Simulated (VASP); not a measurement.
OSZICAR of a VASP run on SnO (litharge):

### OSZICAR
```
       N       E                     dE             d eps       ncg     rms          rms(c)
DAV:   1     0.366682247534E+03    0.36668E+03   -0.21288E+04   864   0.261E+03
DAV:   2    -0.185470852421E+02   -0.38523E+03   -0.37948E+03   928   0.596E+02
DAV:   3    -0.767864422272E+02   -0.58239E+02   -0.56880E+02  1032   0.200E+02
DAV:   4    -0.791004214511E+02   -0.23140E+01   -0.23115E+01  1000   0.450E+01
DAV:   5    -0.791651533349E+02   -0.64732E-01   -0.64725E-01  1144   0.749E+00    0.111E+01
DAV:   6    -0.686558415908E+02    0.10509E+02   -0.16362E+01  1320   0.555E+01    0.409E+00
DAV:   7    -0.662709984175E+02    0.23848E+01   -0.23896E+00   904   0.109E+01    0.251E+00
DAV:   8    -0.695538117321E+02   -0.32828E+01   -0.13502E+00   952   0.117E+01    0.978E-01
DAV:   9    -0.667347631513E+02    0.28190E+01   -0.59907E-01   880   0.621E+00    0.416E-01
DAV:  10    -0.668914015455E+02   -0.15664E+00   -0.15552E-01   952   0.321E+00    0.324E-01
DAV:  11    -0.668455649669E+02    0.45837E-01   -0.35927E-02  1000   0.158E+00    0.201E-01
DAV:  12    -0.668986218700E+02   -0.53057E-01   -0.22882E-02  1056   0.130E+00    0.829E-02
DAV:  13    -0.669017795315E+02   -0.31577E-02   -0.46052E-03  1168   0.785E-01    0.494E-02
DAV:  14    -0.669022887747E+02   -0.50924E-03   -0.90169E-04  1352   0.263E-01    0.198E-02
DAV:  15    -0.669027630983E+02   -0.47432E-03   -0.18170E-04   960   0.130E-01    0.167E-02
DAV:  16    -0.669028053923E+02   -0.42294E-04   -0.19077E-04  1096   0.141E-01    0.343E-03
DAV:  17    -0.669028812869E+02   -0.75895E-04   -0.36861E-05   936   0.569E-02    0.254E-03
DAV:  18    -0.669028798870E+02    0.13999E-05   -0.13956E-06  1080   0.123E-02    0.165E-03
DAV:  19    -0.669028900932E+02   -0.10206E-04   -0.75490E-06  1104   0.291E-02    0.170E-03
DAV:  20    -0.669028903230E+02   -0.22977E-06   -0.34003E-07  1120   0.504E-03    0.147E-03
DAV:  21    -0.669028904207E+02   -0.97728E-07   -0.27141E-08   800   0.164E-03    0.109E-03
DAV:  22    -0.669028905624E+02   -0.14170E-06   -0.17178E-07   824   0.338E-03    0.223E-04
DAV:  23    -0.669028906109E+02   -0.48450E-07   -0.18644E-08   664   0.143E-03    0.175E-04
DAV:  24    -0.669028906301E+02   -0.19208E-07   -0.10751E-08   664   0.979E-04    0.107E-04
DAV:  25    -0.669028906230E+02    0.71132E-08   -0.17856E-09   512   0.443E-04
   1 F= -.66902891E+02 E0= -.66902891E+02  d E =-.669029E+02
       N       E                     dE             d eps       ncg     rms          rms(c)
DAV:   1    -0.669028810356E+02    0.95945E-05   -0.51560E-03  1048   0.447E-01    0.177E-02
DAV:   2    -0.669028996359E+02   -0.18600E-04   -0.16100E-04  1240   0.109E-01    0.571E-03
DAV:   3    -0.669029020650E+02   -0.24291E-05   -0.61425E-06  1008   0.228E-02    0.386E-03
DAV:   4    -0.669029021729E+02   -0.10788E-06   -0.12086E-06  1120   0.106E-02    0.170E-03
DAV:   5    -0.669029024109E+02   -0.23796E-06   -0.97412E-07  1040   0.869E-03    0.611E-04
DAV:   6    -0.669029025519E+02   -0.14100E-06   -0.29043E-07   912   0.496E-03    0.308E-04
DAV:   7    -0.669029025560E+02   -0.41182E-08   -0.12441E-08   744   0.115E-03
   2 F= -.66902903E+02 E0= -.66902903E+02  d E =-.119330E-04
```

**Question.** Which electronic solver shows in the log?

**Answer.** It is blocked Davidson (ALGO = Normal, or the opening steps of other solvers). The INCAR had ALGO = Normal.

**Question.** Can the final energy be trusted as converged?

**Answer.** The run converged. It stopped with EDIFF = 1E-8, NELM = 100, NSW = 30 and EDIFFG = -0.001 after 2 ionic steps (r2SCAN meta-GGA, plane waves, VASP's PBE PAW potentials (set 64)).

The compound is SnO in the litharge structure. This run relaxes the ions in a fixed cell. Symmetry was kept, so distortions that lower it aren't found. The start is the result of an earlier pass.
